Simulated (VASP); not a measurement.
Consider the following.

```yaml
crystal:
  lattice:
    - [0.00000, 2.27513, 2.27513]
    - [2.27513, 0.00000, 2.27513]
    - [2.27513, 2.27513, 0.00000]
  atoms:
    - { symbol: Na, position: [0.00000, 0.00000, 0.00000] }
    - { symbol: F, position: [0.50000, 0.50000, 0.50000] }
```

Level of theory: r2SCAN+rVV10, VASP's PBE PAW potentials (set 64) (plane waves; VASP 6.6.1). Numerical set-up: 520 eV cut-off, 10×10×10 Γ-centred mesh, Gaussian smearing of 0.050 eV, potentials Na_pv F.

Question: The job: NaF (rock salt), 2 atoms, r2SCAN+rVV10, static run, 520 eV, 10×10×10 Γ-centred mesh. Roughly how much core time does it take on a busy server core?

Answer: About 40 core-seconds (one run on a shared machine, a rough figure). It had 47 irreducible k-points, 11 bands, up to 644 plane waves and 22 electronic steps.

The compound is NaF in the rock salt structure. It was relaxed first, which changed the volume by -5 %.
